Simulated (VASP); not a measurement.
Here is the system:

```xyz
6
Lattice="4.1804 0.0000 0.0000 0.0000 4.1804 0.0000 0.0000 0.0000 4.1804" Properties=species:S:1:pos:R:3 pbc="T T T"
Cu     3.1353     1.0451     3.1353
Cu     1.0451     3.1353     3.1353
Cu     3.1353     3.1353     1.0451
Cu     1.0451     1.0451     1.0451
O      0.0000     0.0000     0.0000
O      2.0902     2.0902     2.0902
```

Calculation: LDA (Ceperley-Alder, Perdew-Zunger), VASP's LDA PAW potentials (set 64) (plane waves; VASP). Settings: 520 eV cut-off, 5×5×5 Γ-centred mesh, Gaussian smearing of 0.050 eV, potentials Cu O.

### Question
What does the run give for the energy per atom (σ→0), band gap (on the k-mesh) with the smallest direct gap where there is one?

### Answer

| Quantity | Result |
|---|---|
| band gap (on the k-mesh) | 0.69 eV |
| smallest direct gap (on the k-mesh) | 0.69 eV |
| energy per atom (σ→0) | -5.432 eV/atom |

The compound is Cu2O in the cuprite structure. It was relaxed first, which changed the volume by -6 %. The start is the result of an earlier pass.
